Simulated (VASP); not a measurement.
Input:

```yaml
crystal:
  lattice:
    - [1.63296, -2.82837, 0.00000]
    - [1.63296, 2.82837, 0.00000]
    - [0.00000, 0.00000, 14.18057]
  atoms:
    - { symbol: Mo, position: [0.33333, 0.66667, 0.25000] }
    - { symbol: Mo, position: [0.66667, 0.33333, 0.75000] }
    - { symbol: Se, position: [0.33333, 0.66667, 0.86728] }
    - { symbol: Se, position: [0.66667, 0.33333, 0.36728] }
    - { symbol: Se, position: [0.66667, 0.33333, 0.13272] }
    - { symbol: Se, position: [0.33333, 0.66667, 0.63272] }
```

Calculation: AM05 GGA, VASP's PBE PAW potentials (set 64) (plane waves; VASP). Settings: 520 eV cut-off, Gaussian smearing of 0.050 eV, potentials Mo_sv Se.

Without a dispersion term in the relaxation, distances and binding between the weakly bound layers, chains or molecules are unreliable, and so is what depends on them.

**Question.** Give the energies of bands 17 to 30 at the high-symmetry points, in eV from the valence-band maximum.

**Answer.** 
```json
[
 {"band": "17", "Γ": "-2.20", "M": "-4.11", "K": "-4.21", "A": "-2.19", "L": "-3.98", "H": "-4.17"},
 {"band": "18", "Γ": "-2.19", "M": "-3.86", "K": "-4.12", "A": "-2.19", "L": "-3.98", "H": "-4.17"},
 {"band": "19", "Γ": "-2.19", "M": "-2.86", "K": "-3.49", "A": "-2.05", "L": "-2.85", "H": "-3.54"},
 {"band": "20", "Γ": "-1.24", "M": "-2.84", "K": "-3.49", "A": "-2.05", "L": "-2.85", "H": "-3.54"},
 {"band": "21", "Γ": "-1.17", "M": "-2.05", "K": "-3.12", "A": "-1.17", "L": "-2.02", "H": "-3.05"},
 {"band": "22", "Γ": "-1.17", "M": "-1.98", "K": "-3.12", "A": "-1.17", "L": "-2.02", "H": "-3.05"},
 {"band": "23", "Γ": "-1.16", "M": "-0.81", "K": "-2.20", "A": "-1.17", "L": "-0.81", "H": "-2.23"},
 {"band": "24", "Γ": "-1.16", "M": "-0.81", "K": "-2.20", "A": "-1.17", "L": "-0.81", "H": "-2.23"},
 {"band": "25", "Γ": "-0.72", "M": "-0.67", "K": "-0.09", "A": "-0.21", "L": "-0.63", "H": "-0.05"},
 {"band": "26", "Γ": "0.00", "M": "-0.60", "K": "-0.01", "A": "-0.21", "L": "-0.63", "H": "-0.05"},
 {"band": "27", "Γ": "2.94", "M": "1.98", "K": "1.54", "A": "2.95", "L": "1.99", "H": "1.54"},
 {"band": "28", "Γ": "2.94", "M": "1.99", "K": "1.54", "A": "2.95", "L": "1.99", "H": "1.54"},
 {"band": "29", "Γ": "2.96", "M": "2.30", "K": "2.29", "A": "2.95", "L": "2.39", "H": "2.52"},
 {"band": "30", "Γ": "2.96", "M": "2.48", "K": "2.78", "A": "2.95", "L": "2.39", "H": "2.52"}
]
```

The gap is indirect, 1.31 eV, from the valence maximum at Γ to the conduction minimum at K-Γ at 0.44.

Measured: gap 1.09 eV (computed value off by +0.22 eV), as given by Li et al., (2013), arXiv:1302.0733.

The compound is MoSe2 in the 2H layered structure. It was relaxed first, which changed the volume by +8 %.
